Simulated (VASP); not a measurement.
TaS2 (relaxed from the layer:2H-MoS2 structure): computed properties

Method: PBEsol GGA, VASP's PBE PAW potentials (set 64) (plane waves; VASP).

```yaml
space_group: P-6m2 (187)
cell: a = 3.295 Å, b = 3.295 Å, c = 17.848 Å, α = 90.00°, β = 90.00°, γ = 120.00°
band gap (over mesh and band path): none (metal, semimetal or under 0.01 eV)
```

```
TaS2
1.0
    3.29522     0.00000     0.00000
   -1.64761     2.85375     0.00000
    0.00000     0.00000    17.84824
Ta S
1 2
Direct
  0.66667   0.33333   0.50000
  0.33333   0.66667   0.41267
  0.33333   0.66667   0.58733
```

The cell holds vacuum, so volume and density refer to the whole cell. The cell holds a wide vacuum, so values per volume refer to the whole cell. Unless said otherwise, spin-orbit coupling is left out, though it shifts the bands of the heavy elements here.

The cell is a sheet with vacuum, built from a generated structure.
